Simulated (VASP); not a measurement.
VASP ran on this input.

### KPOINTS
```
Automatic
0
Gamma
 9 9 9
```

POSCAR:
```
PtAl2
1
    0.0000000000     2.8981018936     2.8981018936
    2.8981018936     0.0000000000     2.8981018936
    2.8981018936     2.8981018936     0.0000000000
Al Pt
2 1
Direct
  0.2500000000   0.2500000000   0.2500000000
  0.7500000000   0.7500000000   0.7500000000
  0.0000000000   0.0000000000   0.0000000000
```

### INCAR
```
EDIFFG = -0.02   ! ionic stop
PREC = Accurate
LWAVE = .FALSE.
SIGMA = 0.1
ALGO = Normal   ! blocked Davidson
SYSTEM = PtAl2
EDIFF = 1E-6
ENCUT = 500
ISIF = 3   ! ions, shape and volume
PSTRESS = 100   ! kbar
LCHARG = .FALSE.
NELM = 100   ! most electronic steps
NSW = 40
LMAXMIX = 6
LASPH = .TRUE.   ! aspherical one-centre terms
IBRION = 2
ISMEAR = 1   ! Methfessel-Paxton
LREAL = .FALSE.   ! projection in real space or not
```

POTCAR, in this order: Al Pt (LDA.64 set). Program: vasp_std.

Task: Write an equivalent input for Ansatz.

Result: One equivalent input (not run):
Ansatz 0.2 input:
```yaml
crystal:
  lattice:
    - [0.0000000, 2.8981019, 2.8981019]
    - [2.8981019, 0.0000000, 2.8981019]
    - [2.8981019, 2.8981019, 0.0000000]
  atoms:
    - { symbol: Al, position: [0.2500000, 0.2500000, 0.2500000] }
    - { symbol: Al, position: [0.7500000, 0.7500000, 0.7500000] }
    - { symbol: Pt, position: [0.0000000, 0.0000000, 0.0000000] }
kpoints:
  mp_grid: { grid: [9, 9, 9] }
hamiltonian:
  xc: lda
  pseudopotentials: { kind: paw }
scf:
  occupations: { method: methfessel_paxton, width: 0.1 }
  max_iter: 100
relax:
  max_steps: 40
  f_tol: 0.02
  cell: { p_target: 10 }
output: { forces: true, stress: true, eigenvalues: true }
```
What does not carry over: each code has its own PAW files, so the cut-off isn't converted (ENCUT is set for VASP's; basis.ecutwfc is left out, and Ansatz then takes the one that its files recommend); Ansatz stops its SCF on the density residual and VASP on the energy change (EDIFF); Ansatz's lda is the Perdew-Wang form, while the LDA potentials of VASP carry Perdew-Zunger's.

The compound is PtAl2 in the fluorite structure. This run relaxes it under an external pressure of 10 GPa. Symmetry was kept, so distortions that lower it aren't found.
